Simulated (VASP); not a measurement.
Input:

```xyz
2
Lattice="0.0000 3.1189 3.1189 3.1189 0.0000 3.1189 3.1189 3.1189 0.0000" Properties=species:S:1:pos:R:3 pbc="T T T"
In     0.0000     0.0000     0.0000
As     1.5595     1.5595     1.5595
```

Computed with revPBE GGA, VASP's PBE PAW potentials (set 64) (plane waves; VASP 6.6.1). Numerical set-up: 520 eV cut-off, 11×11×11 Γ-centred mesh, tetrahedra with Blöchl corrections, potentials In_d As.

Unless said otherwise, spin-orbit coupling is left out, though it shifts the bands of the heavy elements here.

**Question.** Estimate the energy per atom (σ→0), band gap (on the k-mesh) with the smallest direct gap where there is one.

**Answer.** 
| Item | Result |
|---|---|
| band gap (on the k-mesh) | none (metal, semimetal or under 0.01 eV) |
| energy per atom (σ→0) | -3574 meV/atom |

Total energies compare only between runs with the same potentials, cut-off and functional.

The compound is InAs in the zinc blende structure. It was relaxed first, which changed the volume by +9 %.
